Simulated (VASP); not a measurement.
Output of a VASP run:

**OSZICAR**
```
...
DAV:   2    -0.288891503522E+01    0.25137E-02   -0.32371E-03 10134   0.127E+00    0.218E-01
DAV:   3    -0.288744624208E+01    0.14688E-02   -0.18207E-03  8826   0.133E+00    0.580E-02
DAV:   4    -0.288746372616E+01   -0.17484E-04   -0.23211E-04  7760   0.193E-01    0.600E-02
DAV:   5    -0.288746400955E+01   -0.28340E-06   -0.12195E-05 10104   0.589E-02    0.319E-03
DAV:   6    -0.288746394640E+01    0.63158E-07   -0.11810E-07  3728   0.762E-03
   6 F= -.15192670E+01 E0= -.15193242E+01  d E =-.517036E-03
       N       E                     dE             d eps       ncg     rms          rms(c)
DAV:   1    -0.290101492408E+01   -0.13551E-01   -0.58969E-01  8158   0.869E+00    0.688E-01
DAV:   2    -0.289090082703E+01    0.10114E-01   -0.12986E-02 10140   0.249E+00    0.440E-01
DAV:   3    -0.288496963461E+01    0.59312E-02   -0.72209E-03  8818   0.267E+00    0.120E-01
DAV:   4    -0.288503867414E+01   -0.69040E-04   -0.92376E-04  7718   0.387E-01    0.122E-01
DAV:   5    -0.288503894734E+01   -0.27319E-06   -0.49916E-05 10500   0.122E-01    0.578E-03
DAV:   6    -0.288503877281E+01    0.17452E-06   -0.57893E-07  4250   0.149E-02
   7 F= -.15191992E+01 E0= -.15191431E+01  d E =-.449249E-03
       N       E                     dE             d eps       ncg     rms          rms(c)
DAV:   1    -0.288709883442E+01   -0.20599E-02   -0.47422E-02  8128   0.249E+00    0.194E-01
DAV:   2    -0.288628421773E+01    0.81462E-03   -0.10995E-03 10146   0.749E-01    0.124E-01
DAV:   3    -0.288580650427E+01    0.47771E-03   -0.58325E-04  8786   0.751E-01    0.335E-02
DAV:   4    -0.288581122767E+01   -0.47234E-05   -0.72160E-05  7718   0.109E-01    0.332E-02
DAV:   5    -0.288581086870E+01    0.35897E-06   -0.37701E-06  7302   0.342E-02
   8 F= -.15192795E+01 E0= -.15192612E+01  d E =-.529623E-03
       N       E                     dE             d eps       ncg     rms          rms(c)
DAV:   1    -0.288883584385E+01   -0.30246E-02   -0.76439E-02  8134   0.316E+00    0.247E-01
DAV:   2    -0.288751693461E+01    0.13189E-02   -0.17606E-03 10122   0.941E-01    0.158E-01
DAV:   3    -0.288674374849E+01    0.77319E-03   -0.95312E-04  8760   0.952E-01    0.426E-02
DAV:   4    -0.288675156198E+01   -0.78135E-05   -0.11726E-04  7728   0.139E-01    0.424E-02
DAV:   5    -0.288675110409E+01    0.45789E-06   -0.63073E-06  8902   0.433E-02
   9 F= -.15193705E+01 E0= -.15194486E+01  d E =-.620575E-03
       N       E                     dE             d eps       ncg     rms          rms(c)
DAV:   1    -0.288667672674E+01    0.74835E-04   -0.12645E-03  8124   0.406E-01    0.321E-02
DAV:   2    -0.288665443819E+01    0.22289E-04   -0.28696E-05 10202   0.121E-01    0.207E-02
DAV:   3    -0.288664153789E+01    0.12900E-04   -0.15912E-05  8720   0.124E-01    0.540E-03
DAV:   4    -0.288664173014E+01   -0.19226E-06   -0.19164E-06  5504   0.181E-02
  10 F= -.15193689E+01 E0= -.15194392E+01  d E =-.618961E-03
       N       E                     dE             d eps       ncg     rms          rms(c)
DAV:   1    -0.288670802578E+01   -0.66488E-04   -0.33758E-04  8164   0.209E-01    0.168E-02
DAV:   2    -0.288670218848E+01    0.58373E-05   -0.79908E-06  9786   0.637E-02    0.109E-02
DAV:   3    -0.288669868584E+01    0.35026E-05   -0.42394E-06  8224   0.640E-02    0.268E-03
DAV:   4    -0.288669868436E+01    0.14863E-08   -0.47290E-07  3564   0.950E-03
  11 F= -.15193703E+01 E0= -.15194450E+01  d E =-.620362E-03
```

### OUTCAR
```
------------------------ aborting loop because EDIFF is reached ----------------------------------------
  FORCE on cell =-STRESS in cart. coord.  units (eV):
  Direction    XX          YY          ZZ          XY          YZ          ZX
  --------------------------------------------------------------------------------------
  Total        1.3849758      1.3849758      1.3857199      0.0000000     -0.0000000      0.0000000
  in kB      101.2906500    101.2906500    101.3450687      0.0000000     -0.0000000      0.0000000
  external PRESSURE =       1.3087896 kB  Pullay stress =     100.0000000 kB
  volume of cell :       21.91
      direct lattice vectors                 reciprocal lattice vectors
    -1.525918423  1.525918423  2.352127140     0.000000000  0.327671514  0.212573543
     1.525918423 -1.525918423  2.352127140     0.327671514  0.000000000  0.212573543
     1.525918423  1.525918423 -2.352127140     0.327671514  0.327671514  0.000000000
 POSITION                                       TOTAL-FORCE (eV/Angst)
 -----------------------------------------------------------------------------------
      0.00000      0.00000     -0.00000         0.000000      0.000000     -0.000000
 -----------------------------------------------------------------------------------
    total drift:                                0.000000      0.000000      0.000000
  FREE ENERGIE OF THE ION-ELECTRON SYSTEM (eV)
  ---------------------------------------------------
  free  energy   TOTEN  =        -2.8866986844 eV

  energy  without entropy=       -2.8869228579  energy(sigma->0) =       -2.88677341
  enthalpy is  TOTEN    =        -1.5193702826 eV   P V=        1.3673284017

 reached required accuracy - stopping structural energy minimisation
```
(Selected blocks of OUTCAR.)

POSCAR:
```
In
1
   -1.5495323198     1.5495323198     2.4358249085
    1.5495323198    -1.5495323198     2.4358249085
    1.5495323198     1.5495323198    -2.4358249085
In
1
Direct
  0.0000000000   0.0000000000   0.0000000000
```

Question: Write an INCAR and KPOINTS that could have produced this output.

Answer: Several could match; the one computed here: the input of the run itself, PBEsol GGA, plane waves, VASP's PBE PAW potentials (set 64).

**INCAR**
```
ALGO = Normal
EDIFF = 1E-6
EDIFFG = -0.02
ENCUT = 500
GGA = PS
IBRION = 2
ISIF = 3
ISMEAR = 1
LASPH = .True.
LCHARG = .False.
LMAXMIX = 4
LREAL = .False.
LWAVE = .False.
NELM = 100
NSW = 40
PREC = Accurate
PSTRESS = 100
SIGMA = 0.1
SYSTEM = In
```

File KPOINTS:
```
kpoints
0
gamma
  16 16 16
0 0 0
```

POTCAR, in this order: In_d (PBE.64 set). Program: vasp_std.

Energy and stress use the plane-wave basis of the starting cell.

The compound is In in the bct structure. This run relaxes it under an external pressure of 10 GPa. Symmetry was kept, so distortions that lower it aren't found.
